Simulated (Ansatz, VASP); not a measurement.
# SiC: VASP beside Ansatz, part 3 of 3

One calculation is typed for both programs; each brings its own data sets. How far apart do they land? The cell is taken from a series of runs on this material, whose earlier steps may have relaxed, scaled, displaced or heated it; both programs get it as it stands.

VASP 6.6.1 and Ansatz 0.2.0.

So far: Starting point; Ansatz: zone-centre phonons, LDA; VASP: zone-centre phonons, LDA.

**3. VASP: zone-centre phonons, LDA (continued)**

Level of this step: LDA; plane waves and PAW (C, Si) (VASP).

Numbers of over 12 decimals in the logs are rounded to 6 here.

From OUTCAR (step 3):

```text
ion  position               nearest neighbor table
   1  0.667  0.333  0.751-   7 1.82   7 1.82   7 1.82   5 1.87
   2  0.333  0.667  0.251-   8 1.82   8 1.82   8 1.82   6 1.87
   3  0.000  0.000  0.502-   6 1.82   6 1.82   6 1.82   7 1.86
   4  0.000  0.000  0.002-   5 1.82   5 1.82   5 1.82   8 1.86
   5  0.667  0.333  0.936-   4 1.82   4 1.82   4 1.82   1 1.87   8 3.04   8 3.04   8 3.04   7 3.04
                             7 3.04   7 3.04
   6  0.333  0.667  0.436-   3 1.82   3 1.82   3 1.82   2 1.87   7 3.04   7 3.04   7 3.04   8 3.04
                             8 3.04   8 3.04
   7  0.000  0.000  0.686-   1 1.82   1 1.82   1 1.82   3 1.86   6 3.04   6 3.04   6 3.04   5 3.04
                             5 3.04   5 3.04
   8  0.000  0.000  0.186-   2 1.82   2 1.82   2 1.82   4 1.86   5 3.04   5 3.04   5 3.04   6 3.04
                             6 3.04   6 3.04

  LATTYP: Found a hexagonal cell.
 ALAT       =     2.9361626736
 C/A-ratio  =     3.4419989047

 Subroutine GETGRP returns: Found 12 space group operations
 (whereof  6 operations were pure point group operations)

The static configuration has the point symmetry C_3v.
 The point group associated with its full space group is C_6v.

 Found     36 irreducible k-points:

   k-points           NKPTS =     36   k-points in BZ     NKDIM =     36   number of bands    NBANDS=     24

   dimension x,y,z NGX =    24 NGY =   24 NGZ =   84
   dimension x,y,z NGXF=    48 NGYF=   48 NGZF=  168

   ENCUT  =  600.0 eV  44.10 Ry    6.64 a.u.   5.86  5.86 20.18*2*pi/ulx,y,z

   NELECT =      32.0000    total number of electrons

 k-points in reciprocal lattice and weights: Automatic mesh
   0.00000000  0.00000000  0.00000000       0.003
   0.11111111  0.00000000  0.00000000       0.019
   0.22222222  0.00000000  0.00000000       0.019
   0.33333333  0.00000000  0.00000000       0.019
   0.44444444  0.00000000  0.00000000       0.019
   0.11111111  0.11111111  0.00000000       0.019
   0.22222222  0.11111111  0.00000000       0.037
   0.33333333  0.11111111  0.00000000       0.037
   0.44444444  0.11111111  0.00000000       0.019
[...]
0.33333333  0.22222222  0.50000000       0.037
   0.33333333  0.33333333  0.50000000       0.006

 average (electrostatic) potential at core
       1 -47.6674       2 -47.6674       3 -47.7097       4 -47.7097       5 -80.6403
       6 -80.6403       7 -80.6000       8 -80.6000

   1 f  =   29.106741 THz   182.883047 2PiTHz  970.896368 cm-1   120.375754 meV
             X         Y         Z           dx          dy          dz
      1.468081  0.847597  7.594641     0.000000   -0.000000    0.179633
     -0.000000  1.695194  2.541507    -0.000000    0.000000   -0.179633
      0.000000  0.000000  5.072652    -0.000000   -0.000000    0.588830
      0.000000  0.000000  0.019517    -0.000000    0.000000   -0.588830
      1.468081  0.847597  9.462713     0.000000   -0.000000    0.188562
     -0.000000  1.695194  4.409579     0.000000    0.000000   -0.188562
      0.000000  0.000000  6.935613    -0.000000    0.000000   -0.292328
      0.000000  0.000000  1.882479     0.000000   -0.000000    0.292328

   2 f  =   28.856454 THz   181.310445 2PiTHz  962.547681 cm-1   119.340649 meV
             X         Y         Z           dx          dy          dz
      1.468081  0.847597  7.594641     0.000000    0.000000   -0.587260
     -0.000000  1.695194  2.541507     0.000000    0.000000    0.587260
      0.000000  0.000000  5.072652     0.000000   -0.000000    0.181256
      0.000000  0.000000  0.019517     0.000000   -0.000000   -0.181256
      1.468081  0.847597  9.462713    -0.000000    0.000000    0.291903
     -0.000000  1.695194  4.409579    -0.000000    0.000000   -0.291903
      0.000000  0.000000  6.935613    -0.000000   -0.000000    0.192522
      0.000000  0.000000  1.882479    -0.000000   -0.000000   -0.192522

   3 f  =   26.450155 THz   166.191222 2PiTHz  882.282186 cm-1   109.389000 meV
             X         Y         Z           dx          dy          dz
      1.468081  0.847597  7.594641    -0.000000   -0.000000   -0.477459
     -0.000000  1.695194  2.541507    -0.000000   -0.000000   -0.477459
      0.000000  0.000000  5.072652    -0.000000   -0.000000    0.519572
      0.000000  0.000000  0.019517    -0.000000   -0.000000    0.519572
      1.468081  0.847597  9.462713     0.000000    0.000000   -0.042921
     -0.000000  1.695194  4.409579     0.000000    0.000000   -0.042921
      0.000000  0.000000  6.935613     0.000000    0.000000    0.015367
      0.000000  0.000000  1.882479     0.000000    0.000000    0.015367

   4 f  =   26.328962 THz   165.429749 2PiTHz  878.239650 cm-1   108.887790 meV
             X         Y         Z           dx          dy          dz
      1.468081  0.847597  7.594641     0.000010    0.415310   -0.000000
     -0.000000  1.695194  2.541507     0.000010    0.415310   -0.000000
      0.000000  0.000000  5.072652     0.000010    0.421621    0.000000
      0.000000  0.000000  0.019517     0.000010    0.421621    0.000000
      1.468081  0.847597  9.462713    -0.000007   -0.274557   -0.000000
     -0.000000  1.695194  4.409579    -0.000007   -0.274557    0.000000
      0.000000  0.000000  6.935613    -0.000007   -0.272713   -0.000000
      0.000000  0.000000  1.882479    -0.000007   -0.272713    0.000000

   5 f  =   26.328962 THz   165.429749 2PiTHz  878.239650 cm-1   108.887790 meV
             X         Y         Z           dx          dy          dz
      1.468081  0.847597  7.594641     0.415310   -0.000010   -0.000000
     -0.000000  1.695194  2.541507     0.415310   -0.000010   -0.000000
      0.000000  0.000000  5.072652     0.421621   -0.000010    0.000000
      0.000000  0.000000  0.019517     0.421621   -0.000010    0.000000
      1.468081  0.847597  9.462713    -0.274557    0.000007   -0.000000
     -0.000000  1.695194  4.409579    -0.274557    0.000007   -0.000000
      0.000000  0.000000  6.935613    -0.272713    0.000007    0.000000
      0.000000  0.000000  1.882479    -0.272713    0.000007    0.000000

   6 f  =   25.985488 THz   163.271635 2PiTHz  866.782573 cm-1   107.467294 meV
             X         Y         Z           dx          dy          dz
      1.468081  0.847597  7.594641    -0.000000    0.481532    0.000000
     -0.000000  1.695194  2.541507     0.000000   -0.481532    0.000000
      0.000000  0.000000  5.072652     0.000000   -0.358669   -0.000000
      0.000000  0.000000  0.019517    -0.000000    0.358669   -0.000000
      1.468081  0.847597  9.462713     0.000000   -0.249906    0.000000
     -0.000000  1.695194  4.409579    -0.000000    0.249906    0.000000
      0.000000  0.000000  6.935613     0.000000   -0.277543    0.000000
      0.000000  0.000000  1.882479    -0.000000    0.277543    0.000000

   7 f  =   25.985488 THz   163.271635 2PiTHz  866.782573 cm-1   107.467294 meV
             X         Y         Z           dx          dy          dz
      1.468081  0.847597  7.594641    -0.481532   -0.000000    0.000000
     -0.000000  1.695194  2.541507     0.481532    0.000000    0.000000
      0.000000  0.000000  5.072652     0.358669    0.000000   -0.000000
      0.000000  0.000000  0.019517    -0.358669   -0.000000   -0.000000
      1.468081  0.847597  9.462713     0.249906    0.000000    0.000000
     -0.000000  1.695194  4.409579    -0.249906   -0.000000   -0.000000
      0.000000  0.000000  6.935613     0.277543    0.000000    0.000000
      0.000000  0.000000  1.882479    -0.277543   -0.000000    0.000000

   8 f  =   25.818253 THz   162.220866 2PiTHz  861.204208 cm-1   106.775665 meV
             X         Y         Z           dx          dy          dz
      1.468081  0.847597  7.594641    -0.000005    0.356576   -0.000000
     -0.000000  1.695194  2.541507     0.000005   -0.356576   -0.000000
      0.000000  0.000000  5.072652    -0.000007    0.480449    0.000000
      0.000000  0.000000  0.019517     0.000007   -0.480449    0.000000
      1.468081  0.847597  9.462713    -0.000004    0.278946    0.000000
     -0.000000  1.695194  4.409579     0.000004   -0.278946    0.000000
      0.000000  0.000000  6.935613     0.000004   -0.253400    0.000000
      0.000000  0.000000  1.882479    -0.000004    0.253400    0.000000

   9 f  =   25.818253 THz   162.220866 2PiTHz  861.204208 cm-1   106.775665 meV
             X         Y         Z           dx          dy          dz
      1.468081  0.847597  7.594641    -0.356576   -0.000005    0.000000
     -0.000000  1.695194  2.541507     0.356576    0.000005    0.000000
      0.000000  0.000000  5.072652    -0.480449   -0.000007   -0.000000
      0.000000  0.000000  0.019517     0.480449    0.000007   -0.000000
      1.468081  0.847597  9.462713    -0.278946   -0.000004    0.000000
     -0.000000  1.695194  4.409579     0.278946    0.000004   -0.000000
      0.000000  0.000000  6.935613     0.253400    0.000004    0.000000
      0.000000  0.000000  1.882479    -0.253400   -0.000004    0.000000

  10 f  =   25.583841 THz   160.748016 2PiTHz  853.385090 cm-1   105.806219 meV
             X         Y         Z           dx          dy          dz
      1.468081  0.847597  7.594641    -0.000000   -0.430043   -0.000000
     -0.000000  1.695194  2.541507    -0.000000   -0.430043   -0.000000
      0.000000  0.000000  5.072652     0.000000    0.424730    0.000000
      0.000000  0.000000  0.019517     0.000000    0.424730    0.000000
      1.468081  0.847597  9.462713    -0.000000   -0.257741   -0.000000
     -0.000000  1.695194  4.409579    -0.000000   -0.257741   -0.000000
      0.000000  0.000000  6.935613     0.000000    0.261222    0.000000
      0.000000  0.000000  1.882479     0.000000    0.261222   -0.000000

  11 f  =   25.583841 THz   160.748016 2PiTHz  853.385090 cm-1   105.806219 meV
             X         Y         Z           dx          dy          dz
      1.468081  0.847597  7.594641     0.430043   -0.000000   -0.000000
     -0.000000  1.695194  2.541507     0.430043   -0.000000   -0.000000
      0.000000  0.000000  5.072652    -0.424730    0.000000    0.000000
      0.000000  0.000000  0.019517    -0.424730    0.000000    0.000000
    [... 145 further lines ...]
      0.000000  0.000000  6.935613    -0.399879   -0.123411    0.000000
      0.000000  0.000000  1.882479    -0.399879   -0.123411    0.000000

 MACROSCOPIC STATIC DIELECTRIC TENSOR IONIC CONTRIBUTION
 ------------------------------------------------------
           3.006379    -0.000000    -0.000000
          -0.000000     3.006379    -0.000000
          -0.000000    -0.000000     3.654244
 ------------------------------------------------------

 ELASTIC MODULI CONTR FROM IONIC RELAXATION (kBar)
 Direction    XX          YY          ZZ          XY          YZ          ZX
 --------------------------------------------------------------------------------
 XX        -949.1736    403.8208    312.0781     -0.0000      0.0000     -0.0000
 YY         403.8208   -949.1736    312.0781      0.0000     -0.0000      0.0000
 ZZ         312.0781    312.0781   -357.8982      0.0000     -0.0000     -0.0000
 XY          -0.0000      0.0000      0.0000   -676.4972      0.0000     -0.0000
 YZ           0.0000     -0.0000     -0.0000      0.0000   -284.8082      0.0000
 ZX          -0.0000      0.0000     -0.0000     -0.0000      0.0000   -298.0112
 --------------------------------------------------------------------------------

 PIEZOELECTRIC TENSOR IONIC CONTR  for field in x, y, z        (C/m^2)
          XX          YY          ZZ          XY          YZ          ZX
  --------------------------------------------------------------------------------
  x     0.00000    -0.00000     0.00000    -0.00000    -0.00000     0.89018
  y    -0.00000     0.00000     0.00000    -0.00000     0.87013    -0.00000
  z     0.93873     0.93873    -1.07500     0.00000    -0.00000    -0.00000
```

**4. Comparison**

Known differences besides the potentials themselves: the two LDA forms differ slightly; fixed occupations in Ansatz, narrow Gaussian smearing in VASP; VASP's response is taken on the typed mesh, Ansatz refines its own for the field response alone; the cutoff is 420 eV in Ansatz and 600 eV in VASP; VASP's log shows a relativistic correction to its local exchange, Ansatz's none. Total energies have different zeros and are not compared.

Both answers:

```
                                     quantity  Ansatz   VASP  difference
                                        ε∞ xx    6.78   6.86     -1.18 %
                                        ε∞ yy    6.78   6.86     -1.18 %
                                        ε∞ zz    7.39   7.40     -0.19 %
 Born charge of C1 (mean of the diagonal) (e)   -2.78  -2.77       -0.02
Born charge of Si5 (mean of the diagonal) (e)    2.75   2.73       +0.02
                   optical mode 1 to 2 (cm⁻¹)   189.1  189.4     -0.16 %
                   optical mode 3 to 4 (cm⁻¹)   195.9  196.2     -0.18 %
                   optical mode 5 to 6 (cm⁻¹)   254.2  254.6     -0.15 %
                        optical mode 7 (cm⁻¹)   415.0  415.6     -0.14 %
                        optical mode 8 (cm⁻¹)   421.3  421.8     -0.11 %
                        optical mode 9 (cm⁻¹)   635.4  634.3     +0.17 %
                       optical mode 10 (cm⁻¹)   828.3  827.6     +0.08 %
                 optical mode 11 to 12 (cm⁻¹)   853.7  853.4     +0.03 %
                 optical mode 13 to 14 (cm⁻¹)   861.8  861.2     +0.07 %
                 optical mode 15 to 16 (cm⁻¹)   867.4  866.8     +0.07 %
                 optical mode 17 to 18 (cm⁻¹)   878.6  878.2     +0.04 %
                       optical mode 19 (cm⁻¹)   882.4  882.3     +0.01 %
                       optical mode 20 (cm⁻¹)   963.6  962.5     +0.11 %
                       optical mode 21 (cm⁻¹)   972.1  970.9     +0.13 %
```

Modes are paired by rising frequency, not by their patterns, so a pair may set unlike modes beside each other; they are those without the splitting of longitudinal modes.

**5. Outcome**

| Quantity | Value |
| --- | --- |
| r.m.s. difference of the optical zone-centre modes, each program's sorted by frequency (zone-centre phonons, LDA) | 0.59 cm⁻¹ |
| difference in ε∞ xx (zone-centre phonons, LDA) | -1.2 % |

The r.m.s. difference of the optical zone-centre modes, each program's sorted by frequency is 0.59 cm⁻¹ (zone-centre phonons, LDA). Among the rows given in per cent, the largest difference of the zone-centre phonons, LDA pair is in ε∞ xx, -1.2 %. Such differences can come from data sets, numerical settings and the points named under the comparisons, not from the functional's error against experiment.

[Lines on the potential files, build, host, timing and source positions are cut from VASP's logs without a mark.]

[Logs are printed without paths, hosts, clocks, repeated set-up lines and the standing remarks that a program may print on its own settings, such as how far it seeks lower states.]

[Hosts, paths, dates, database ids (printed as entryN), source tags and the programs' standing remarks are cut or masked in the printed files.]
